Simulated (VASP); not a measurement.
Here is the system:

```
CELL_PARAMETERS angstrom
     -3.00175     3.00175     1.61016
      3.00175    -3.00175     1.61016
      3.00175     3.00175    -1.61016
ATOMIC_POSITIONS crystal
  Sn 0.25000 0.75000 0.50000
  Sn 0.00000 0.00000 0.00000
```

Method: revPBE GGA, VASP's PBE PAW potentials (set 64) (plane waves; VASP). Settings: 520 eV cut-off, 14×14×14 Γ-centred mesh, tetrahedra with Blöchl corrections, potentials Sn_d.

Unless said otherwise, spin-orbit coupling is left out, though it shifts the bands of the heavy elements here.

### Question
Estimate the energy per atom (σ→0), band gap (on the k-mesh) with the smallest direct gap where there is one.

### Answer

| Item | Result |
|---|---|
| band gap (on the k-mesh) | none (metal, semimetal or under 0.01 eV) |
| energy per atom (σ→0) | -3496 meV/atom |

Only differences to runs with the same potentials and settings are physical.

The compound is Sn in the beta structure. It was relaxed first, which changed the volume by +7 %.
